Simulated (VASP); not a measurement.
Shape and ions are relaxed at each volume.

Consider the following.

SnO2 is taken in the tetragonal space group P4₂/mnm (No. 136), the rutile structure, Pearson symbol tP6. Conventional cell: a = b = 4.8678 Å, c = 3.2548 Å, α = β = γ = 90.00°. Sn on 2a sees 6 O at 2.102–2.112 Å (octahedral). O on 4f has 3 Sn at 2.102–2.112 Å (trigonal planar). (Neighbours: up to the widest gap in distance over summed covalent radii, below 1.35, at either atom; cation-cation and far metal-metal contacts left out.)

Calculation: revPBE GGA, VASP's PBE PAW potentials (set 64) (plane waves; VASP). Settings: 520 eV cut-off, 5×5×7 Γ-centred mesh, Gaussian smearing of 0.050 eV, potentials Sn_d O.

**Question.** Give the energy at these volumes per atom, relative to the lowest: 12.06, 12.45, 12.83, 13.22, 13.60 Å³.

**Answer.** 27.1, 6.7, 0.0, 4.6, 18.3 meV/atom. A third-order Birch-Murnaghan fit gives B0 = 154 GPa and B0′ = 5.9.

The compound is SnO2 in the rutile structure. It was relaxed first, which changed the volume by +8 %.
